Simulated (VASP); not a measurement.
Input:

```
CELL_PARAMETERS angstrom
      3.13172     0.00000     0.00000
      0.00000     3.13172     0.00000
      0.00000     0.00000     3.13172
ATOMIC_POSITIONS crystal
  Sn 0.00000 0.00000 0.00000
  O  0.50000 0.50000 0.50000
```

Calculation: PBE GGA, VASP's PBE PAW potentials (set 64) (plane waves; VASP). Run with 520 eV cut-off, 13×13×13 Γ-centred mesh, tetrahedra with Blöchl corrections, potentials Sn_d O.

Question: What does the run give for the energy per atom (σ→0)?

Answer: 
```
Item                           Result
---------------------  --------------
energy per atom (σ→0)  -4.921 eV/atom
```

Only differences to runs with the same potentials and settings are physical.

The structure was generated: SnO was put into the CsCl type type (Pm-3m), which need not be its known phase. It was relaxed first, which changed the volume by +62 %.
